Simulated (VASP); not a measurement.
Here is a VASP 6.6.1 calculation.

INCAR

```
ALGO = Fast ; DIPOL = 0.5 0.5 0.331
EDIFF = 1E-7 ; ENCUT = 520
GGA = PE ; IDIPOL = 3
ISIF = 2 ; ISMEAR = 0
LASPH = T ; LCHARG = F
LDIPOL = T ; LREAL = F
LWAVE = F ; NBANDS = 20
NELM = 100 ; PREC = Accurate
SIGMA = 0.1
```

File KPOINTS:

```
k-points
0
Gamma
  4 5 1
```

Contents of POSCAR:

```
LiMg8
1.0
    6.4201385733      0.0000000000      0.0000000000
    0.0000000000      5.1379129567      0.0000000000
    0.0000000000      0.0000000000     19.1644777215
Mg Li
8 1
Direct
    0.0000000000      0.7500000000      0.2087194892
    0.5000000000      0.7500000000      0.2087194892
    0.2500000000      0.2500000000      0.2570728644
    0.7500000000      0.2500000000      0.2570728644
    0.2500000000      0.7500000000      0.3587181854
    0.7500000000      0.7500000000      0.3587181854
    0.0000000000      0.2500000000      0.3999314687
    0.5000000000      0.2500000000      0.3999314687
    0.1250000000      0.2500000000      0.5322656279
```

Potentials or basis: VASP PAW PBE potentials, release 64 (Mg, Li_sv).

Launch:

```console
$ cat potpaw_PBE.64/Mg/POTCAR potpaw_PBE.64/Li_sv/POTCAR > POTCAR
$ mpirun -np 1 vasp_std > vasp.out
```

Q: What does it give for the largest force?

A: 0.536 eV/Å.

Q: What does it give for the band gap on the k mesh?

A: None (metal or under the smearing width).

Forces on the atoms (eV/Å):
```
Mg   0.009  0.000  0.246
Mg  -0.007  0.000  0.278
Mg  -0.005  0.000 -0.159
Mg   0.005  0.000 -0.134
Mg   0.010  0.000  0.102
Mg  -0.012  0.000  0.053
Mg  -0.186  0.000 -0.503
Mg  -0.027  0.000  0.133
Li   0.212  0.000 -0.016
```
